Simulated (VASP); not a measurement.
Crystal: InSb.

```
In Sb
1.0
     0.00000    3.23910    3.23910
     3.23910    0.00000    3.23910
     3.23910    3.23910    0.00000
In Sb
1 1
Direct
  0.00000 0.00000 0.00000
  0.25000 0.25000 0.25000
```

```yaml
Program: VASP 6.6.1
Task: relaxation of cell and atoms
Functional: PBE
Potentials_or_basis: VASP PAW PBE potentials, release 64 (In_d, Sb)
Cutoff: 520 eV
k_mesh: 8 × 8 × 8
Occupations: gaussian, width 0.02 eV
Spin: no spin polarisation
```

At the start: pressure 3.1 GPa; volume 33.98 Å³/atom.

Q: How do energy, volume and symmetry change on relaxing?

A: Over 5 steps the energy falls by 23.0 meV/atom and the volume is 36.50 Å³/atom (+7.4 %); space group F-43m (No. 216, to 0.05 Å).

The path:
| step | energy change (eV) | largest force (eV/Å) | pressure (GPa) | volume (Å³) |
| --- | --- | --- | --- | --- |
| 1 | 0.0000 | 0.0000 | 3.14 | 67.97 |
| 2 | -0.0415 | 0.0000 | -0.81 | 74.73 |
| 3 | -0.0459 | 0.0000 | 0.01 | 72.99 |
| 4 | -0.0459 | 0.0000 | -0.04 | 73.09 |
| 5 | -0.0459 | 0.0000 | 0.00 | 73.00 |

Final structure:
```
In Sb
1.0
     0.00000    3.31712    3.31712
     3.31712    0.00000    3.31712
     3.31712    3.31712    0.00000
In Sb
1 1
Direct
  0.00000 0.00000 0.00000
  0.25000 0.25000 0.25000
```
